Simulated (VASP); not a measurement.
These are r2SCAN meta-GGA with spin-orbit coupling, VASP's PBE PAW potentials (set 64) (plane waves; VASP 6.6.1) values and carry that method's errors.

Input for VASP

### POSCAR
```
HfC
3.2771030
  0.0000000000   0.7071068615   0.7071068615
  0.7071068615   0.0000000000   0.7071068615
  0.7071068615   0.7071068615   0.0000000000
Hf C
1 1
Direct
  0.0000000000   0.0000000000   0.0000000000
  0.5000000000   0.5000000000   0.5000000000
```

**KPOINTS**
```
Automatic
0
gamma
12 12 12
```

File KPOINTS_OPT:
```
k-points along high-symmetry lines
8
Line-mode
Reciprocal
  0.000000   0.000000   0.000000 ! GAMMA
  0.500000   0.000000   0.500000 ! X

  0.500000   0.000000   0.500000 ! X
  0.625000   0.250000   0.625000 ! U

  0.375000   0.375000   0.750000 ! K
  0.000000   0.000000   0.000000 ! GAMMA

  0.000000   0.000000   0.000000 ! GAMMA
  0.500000   0.500000   0.500000 ! L

  0.500000   0.500000   0.500000 ! L
  0.500000   0.250000   0.750000 ! W

  0.500000   0.250000   0.750000 ! W
  0.500000   0.000000   0.500000 ! X
```

INCAR:
```
ALGO  =  Normal
EDIFF  =  1E-6
ENCUT  =  520
GGA_COMPAT  =  F
ISMEAR  =  0
LASPH  =  T
LCHARG  =  F
LMAXMIX  =  6
LMIXTAU  =  T
LREAL  =  F
LSORBIT  =  T
LWAVE  =  F
MAGMOM  =  0 0 0 0 0 0
METAGGA  =  R2SCAN
NELM  =  100
PREC  =  Accurate
SIGMA  =  0.05
SYSTEM  =  HfC
```

POTCAR, in this order: Hf_pv C (PBE.64 set). Program: vasp_ncl.

Question: What will the output report for the number of irreducible k-points (NKPTS), number of bands (NBANDS), largest plane-wave count, number of space-group operations, FFT grid (NGX, NGY, NGZ)?

Answer: 
```json
{
 "number of irreducible k-points (NKPTS)": "72",
 "number of bands (NBANDS)": "22",
 "largest_plane_wave_count": "1384",
 "number_of_space_group_operations": "48",
 "FFT grid (NGX, NGY, NGZ)": "24 × 24 × 24"
}
```

The compound is HfC in the rock salt structure. It was relaxed first.
